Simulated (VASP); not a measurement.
Input:

```
CELL_PARAMETERS angstrom
      1.14500    -1.98320     0.00000
      1.14500     1.98320     0.00000
      0.00000     0.00000     3.58000
ATOMIC_POSITIONS crystal
  Be 0.33333 0.66667 0.25000
  Be 0.66667 0.33333 0.75000
```

The numbers are results of PBE GGA, VASP's PBE PAW potentials (set 64) (plane waves; VASP), not measurements. Run with 300 eV cut-off, 16×16×9 Γ-centred mesh, Fermi-Dirac smearing of 0.10 eV, potentials Be.

At this cut-off the stress carries a Pulay error, which pulls relaxed volumes low. Energy and stress use the plane-wave basis of the starting cell.

Q: The ions, cell shape and volume are relaxed. Predict the relaxed structure.

A: 
```
CELL_PARAMETERS angstrom
      1.13331    -1.96295     0.00000
      1.13331     1.96295     0.00000
      0.00000     0.00000     3.56012
ATOMIC_POSITIONS crystal
  Be 0.33333 0.66667 0.25000
  Be 0.66667 0.33333 0.75000
```
Space group P6_3/mmc (194), at a tolerance of 0.03 Å.

Q: How do energy and volume change from the first to the last step?

A: The energy (σ→0) changes by -2.0 meV/atom and the volume by -2.6 %, in 5 ionic steps.

The structure is a typed Be crystal (P6_3/mmc). This run relaxes it. Symmetry was kept, so distortions that lower it aren't found. The run is one of a series of settings (EDIFFG = -0.01, IBRION = 2, ISIF = 3, NSW = 50 against the base run), some of them coarse on purpose.
